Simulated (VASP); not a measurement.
Elastic constants (GPa) of a crystal from PBE GGA, VASP's PBE PAW potentials (set 64) (VASP):

```json
[
 {"": "xx", "xx": "640.5", "yy": "85.5", "zz": "95.4", "yz": "0.0", "xz": "0.0", "xy": "0.0"},
 {"": "yy", "xx": "85.5", "yy": "640.5", "zz": "95.4", "yz": "0.0", "xz": "0.0", "xy": "0.0"},
 {"": "zz", "xx": "95.4", "yy": "95.4", "zz": "465.1", "yz": "0.0", "xz": "0.0", "xy": "0.0"},
 {"": "yz", "xx": "0.0", "yy": "0.0", "zz": "0.0", "yz": "259.1", "xz": "0.0", "xy": "0.0"},
 {"": "xz", "xx": "0.0", "yy": "0.0", "zz": "0.0", "yz": "0.0", "xz": "259.1", "xy": "0.0"},
 {"": "xy", "xx": "0.0", "yy": "0.0", "zz": "0.0", "yz": "0.0", "xz": "0.0", "xy": "277.5"}
]
```

Finite-difference elastic constants of metals are sensitive to mesh and smearing; shear constants can be off by tens of GPa.

Question: Work out the Voigt, Reuss and Hill moduli, Young's modulus and Poisson's ratio.

Answer: All eigenvalues are positive (smallest 259.1 GPa), so the crystal is stable. K_V = (C11+C22+C33+2(C12+C13+C23))/9 = (1746.1 + 2×276.3)/9 = 255.4 GPa; G_V = (1746.1 − 276.3 + 3×795.7)/15 = 257.1 GPa. From the compliances, K_R = 250.6 GPa and G_R = 253.5 GPa. Hill: K = 253.0 GPa, G = 255.3 GPa, E = 9KG/(3K+G) = 573.2 GPa, ν = (3K−2G)/(2(3K+G)) = 0.122. K/G = 0.99, below Pugh's 1.75; universal anisotropy A^U = 0.09.

Question: With a density of 4.49 g/cm³, what are the mean sound speeds?

Answer: v_l = √((K+4G/3)/ρ) = 11.49 km/s and v_t = √(G/ρ) = 7.54 km/s. The crystal is TiB$_{2}$ (AlB2 type), hexagonal.

The compound is TiB2 in the AlB2 type structure. It was relaxed first.
